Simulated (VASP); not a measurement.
These are RPBE GGA, VASP's PBE PAW potentials (set 64) (plane waves; VASP) values and carry that method's errors.

Input for VASP

**INCAR**
```
! general
SYSTEM   =  Pt
PREC     =  Accurate
ENCUT    =  520
LREAL    =  .FALSE.
LASPH    =  .TRUE.

! electronic loop
EDIFF    =  1E-7
NELM     =  100
ALGO     =  Normal
LMAXMIX  =  6

! smearing
ISMEAR   =  1
SIGMA    =  0.1

! functional
GGA      =  RP

! ions
ISIF     =  2

! output
LWAVE    =  .FALSE.
LCHARG   =  .FALSE.
```

File POSCAR:
```
Pt
1
    0.0000000000     2.0335379713     2.0335379713
    2.0335379713     0.0000000000     2.0335379713
    2.0335379713     2.0335379713     0.0000000000
Pt
1
Direct
  0.0000000000   0.0000000000   0.0000000000
```

### KPOINTS
```
Automatic mesh
0
Gamma
16 16 16
0 0 0
```

POTCAR, in this order: Pt (PBE.64 set). Program: vasp_std.

The resulting files:

OSZICAR:
```
       N       E                     dE             d eps       ncg     rms          rms(c)
DAV:   1     0.363259937995E+02    0.36326E+02   -0.54461E+03  2770   0.102E+03
DAV:   2    -0.534636720160E+01   -0.41672E+02   -0.40140E+02  2744   0.181E+02
DAV:   3    -0.575600408086E+01   -0.40964E+00   -0.40226E+00  3263   0.180E+01
DAV:   4    -0.575717460759E+01   -0.11705E-02   -0.11704E-02  2935   0.984E-01
DAV:   5    -0.575718328246E+01   -0.86749E-05   -0.86746E-05  2977   0.800E-02    0.916E+00
DAV:   6    -0.544722887707E+01    0.30995E+00   -0.93495E-01  2687   0.859E+00    0.502E+00
DAV:   7    -0.542187234652E+01    0.25357E-01   -0.11546E-01  2802   0.294E+00    0.232E+00
DAV:   8    -0.541983978125E+01    0.20326E-02   -0.44423E-03  2761   0.606E-01    0.445E-01
DAV:   9    -0.541967270224E+01    0.16708E-03   -0.25609E-04  2744   0.147E-01    0.262E-02
DAV:  10    -0.541967796966E+01   -0.52674E-05   -0.42947E-06  2992   0.213E-02    0.514E-03
DAV:  11    -0.541967791660E+01    0.53058E-07   -0.41033E-08  2346   0.233E-03
   1 F= -.54196779E+01 E0= -.54192459E+01  d E =-.129620E-02
```

File OUTCAR:
```
------------------------ aborting loop because EDIFF is reached ----------------------------------------
  FORCE on cell =-STRESS in cart. coord.  units (eV):
  Direction    XX          YY          ZZ          XY          YZ          ZX
  --------------------------------------------------------------------------------------
  Total       -1.2019154     -1.2019154     -1.2019154      0.0000000     -0.0000000      0.0000000
  in kB     -114.4979254   -114.4979254   -114.4979254      0.0000000     -0.0000000      0.0000000
  external PRESSURE =    -114.4979254 kB  Pullay stress =       0.0000000 kB
  volume of cell :       16.82
      direct lattice vectors                 reciprocal lattice vectors
     0.000000000  2.033537971  2.033537971    -0.245876894  0.245876894  0.245876894
     2.033537971  0.000000000  2.033537971     0.245876894 -0.245876894  0.245876894
     2.033537971  2.033537971  0.000000000     0.245876894  0.245876894 -0.245876894
 POSITION                                       TOTAL-FORCE (eV/Angst)
 -----------------------------------------------------------------------------------
      0.00000      0.00000      0.00000         0.000000     -0.000000      0.000000
 -----------------------------------------------------------------------------------
    total drift:                               -0.000000      0.000000     -0.000000
  FREE ENERGIE OF THE ION-ELECTRON SYSTEM (eV)
  ---------------------------------------------------
  free  energy   TOTEN  =        -5.4196779166 eV

  energy  without entropy=       -5.4183817188  energy(sigma->0) =       -5.41924585
```
(Selected blocks of OUTCAR.)

### OUTCAR
```
 val. band max:        9.3303519534   @ k =  -0.3750   0.3750   0.0625

 cond. band min:       9.3446882095   @ k =   0.5000   0.5000   0.0000


 Fermi energy:         9.3406035495

 k-point     1 :       0.0000    0.0000    0.0000
  band No.  band energies     occupation
      1       0.3647      2.00000
      2       6.2062      2.00000
      3       6.2062      2.00000
      4       6.2062      2.00000
      5       7.9930      2.00000
      6       7.9930      2.00000
      7      24.2320      0.00000
      8      28.6158      0.00000
      9      28.6158      0.00000

 k-point     2 :       0.0625    0.0000    0.0000
  band No.  band energies     occupation
      1       0.5062      2.00000
      2       6.1495      2.00000
      3       6.2593      2.00000
      4       6.2593      2.00000
      5       7.9657      2.00000
      6       7.9657      2.00000
      7      24.4312      0.00000
      8      27.7996      0.00000
      9      28.8138      0.00000

 k-point     3 :       0.1250    0.0000    0.0000
  band No.  band energies     occupation
      1       0.9160      2.00000
      2       6.0100      2.00000
      3       6.3921      2.00000
      4       6.3921      2.00000
      5       7.9158      2.00000
      6       7.9158      2.00000
      7      24.9254      0.00000
      8      26.1679      0.00000
      9      29.3773      0.00000

 k-point     4 :       0.1875    0.0000    0.0000
  band No.  band energies     occupation
      1       1.5394      2.00000
      2       5.8802      2.00000
      3       6.5165      2.00000
      4       6.5165      2.00000
      5       7.9424      2.00000
      6       7.9424      2.00000
      7      24.1352      0.00000
      8      25.5675      0.00000
      9      30.1888      0.00000

 k-point     5 :       0.2500    0.0000    0.0000
  band No.  band energies     occupation
      1       2.2454      2.00000
      2       5.9284      2.00000
      3       6.5240      2.00000
...
```

Unless said otherwise, spin-orbit coupling is left out, though it shifts the bands of the heavy elements here.

The compound is Pt in the fcc structure. This cell is one point of a volume scan, at 1.06 of the reference volume.
